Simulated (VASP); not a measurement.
Here is a VASP 6.6.1 calculation.

Contents of INCAR:

```
PREC = Accurate
ENCUT = 400
EDIFF = 1E-6
ISMEAR = 1
SIGMA = 0.1
LREAL = Auto
LASPH = T
NELM = 60
ALGO = Fast
ISIF = 2
LWAVE = F
LCHARG = F
GGA = MK
LUSE_VDW = T
AGGAC = 0.0
PARAM1 = 0.1234
PARAM2 = 0.711357
ZAB_VDW = -1.8867
NBANDS = 361
ISYM = 0
```

Contents of KPOINTS:

```
Automatic mesh
0
Gamma
  4 4 1
```

Contents of POSCAR:

```
Mo45H4C4S
1.0
    9.4500000000      0.0000000000      0.0000000000
    0.0000000000      9.4500000000      0.0000000000
    0.0000000000      0.0000000000     22.8000000000
Mo S C H
45 1 4 4
Direct
    0.0000000000      0.0000000000      0.1096000000
    0.3333000000      0.0000000000      0.1096000000
    0.6667000000      0.0000000000      0.1096000000
    0.0000000000      0.3333000000      0.1096000000
    0.3333000000      0.3333000000      0.1096000000
    0.6667000000      0.3333000000      0.1096000000
    0.0000000000      0.6667000000      0.1096000000
    0.3333000000      0.6667000000      0.1096000000
    0.6667000000      0.6667000000      0.1096000000
    0.1667000000      0.1667000000      0.1787000000
    0.5000000000      0.1667000000      0.1787000000
    0.8333000000      0.1667000000      0.1787000000
    0.1667000000      0.5000000000      0.1787000000
    0.5000000000      0.5000000000      0.1787000000
    0.8333000000      0.5000000000      0.1787000000
    0.1667000000      0.8333000000      0.1787000000
    0.5000000000      0.8333000000      0.1787000000
    0.8333000000      0.8333000000      0.1787000000
    0.0000000000      0.9982000000      0.2462000000
    0.3332000000      0.0000000000      0.2462000000
    0.6676000000      0.0001000000      0.2443000000
    0.9995000000      0.3350000000      0.2461000000
    0.3319000000      0.3346000000      0.2448000000
    0.6673000000      0.3337000000      0.2465000000
    0.0006000000      0.6673000000      0.2450000000
    0.3337000000      0.6663000000      0.2471000000
    0.6659000000      0.6674000000      0.2458000000
    0.1665000000      0.1689000000      0.3150000000
    0.5003000000      0.1682000000      0.3156000000
    0.8321000000      0.1625000000      0.3152000000
    0.1644000000      0.4998000000      0.3188000000
    0.4966000000      0.4953000000      0.3165000000
    0.8353000000      0.5032000000      0.3154000000
    0.1667000000      0.8309000000      0.3167000000
    0.5023000000      0.8373000000      0.3157000000
    0.8341000000      0.8343000000      0.3184000000
    0.0149000000      0.0112000000      0.3808000000
    0.3201000000      0.9997000000      0.3827000000
    0.6496000000      0.0134000000      0.3776000000
    0.9883000000      0.3225000000      0.3865000000
    0.3253000000      0.3246000000      0.3806000000
    0.6994000000      0.3369000000      0.3793000000
    0.9921000000      0.6709000000      0.3768000000
    0.3571000000      0.6822000000      0.3788000000
    0.6528000000      0.6474000000      0.3785000000
    0.2495000000      0.3279000000      0.4826000000
    0.0618000000      0.2961000000      0.4753000000
    0.0383000000      0.1439000000      0.4629000000
    0.1711000000      0.0563000000      0.4615000000
    0.2988000000      0.1489000000      0.4606000000
    0.0016000000      0.3466000000      0.5105000000
    0.9484000000      0.0967000000      0.4864000000
    0.1727000000      0.9689000000      0.4929000000
    0.3905000000      0.1147000000      0.4863000000
```

Potentials or basis: VASP PAW PBE potentials, release 64 (Mo_sv, S, C, H).

Launch:

```sh
$ cat potpaw_PBE.64/Mo_sv/POTCAR potpaw_PBE.64/S/POTCAR potpaw_PBE.64/C/POTCAR potpaw_PBE.64/H/POTCAR > POTCAR
$ mpirun -np 8 vasp_std > vasp.out
```

**Question.** Predict the band gap on the k mesh.

**Answer.** None (metal or under the smearing width).

**Question.** Estimate the largest force.

**Answer.** 1.446 eV/Å.

Forces on the atoms (eV/Å):
```
Mo  -0.002  0.017  1.236
Mo   0.086  0.135  1.239
Mo  -0.079  0.014  1.171
Mo   0.018  0.004  1.207
Mo  -0.058 -0.058  1.164
Mo   0.016 -0.075  1.238
Mo  -0.039 -0.005  1.228
Mo   0.027 -0.047  1.278
Mo  -0.013  0.106  1.149
Mo  -0.007 -0.005 -1.446
Mo  -0.003  0.049 -1.386
Mo   0.003 -0.106 -1.427
Mo   0.078  0.063 -1.186
Mo  -0.050  0.012 -1.247
Mo   0.054  0.116 -1.426
Mo  -0.063 -0.092 -1.326
Mo   0.021 -0.082 -1.385
Mo   0.024 -0.031 -1.183
Mo  -0.013 -0.005 -0.002
Mo   0.006 -0.010 -0.012
Mo   0.008 -0.004 -0.030
Mo  -0.018 -0.009 -0.019
Mo   0.011 -0.005 -0.032
Mo   0.005  0.001 -0.011
Mo  -0.012  0.005 -0.013
Mo   0.014  0.011 -0.030
Mo  -0.005  0.004 -0.007
Mo   0.022  0.026  0.060
Mo   0.000  0.017  0.068
Mo  -0.021 -0.030  0.058
Mo   0.004  0.006  0.068
Mo  -0.010 -0.010  0.076
Mo   0.000  0.007  0.089
Mo   0.007 -0.013  0.090
Mo   0.018  0.007  0.073
Mo  -0.024  0.014  0.060
Mo  -0.019 -0.028  0.032
Mo   0.030 -0.042  0.002
Mo   0.007 -0.005  0.050
Mo  -0.028  0.029  0.014
Mo   0.019  0.002  0.000
Mo  -0.004  0.017  0.051
Mo  -0.011  0.002  0.057
Mo   0.001  0.000  0.058
Mo   0.004 -0.007  0.044
S   -0.019  0.006  0.114
C    0.082 -0.043 -0.060
C    0.084  0.041 -0.032
C    0.007  0.109 -0.047
C   -0.105  0.066 -0.069
H   -0.079  0.051  0.111
H   -0.108 -0.049  0.074
H    0.004 -0.128  0.116
H    0.129 -0.046  0.105
```

Caveat: the PAW data sets were made with another functional, which shifts forces and pressure a little.
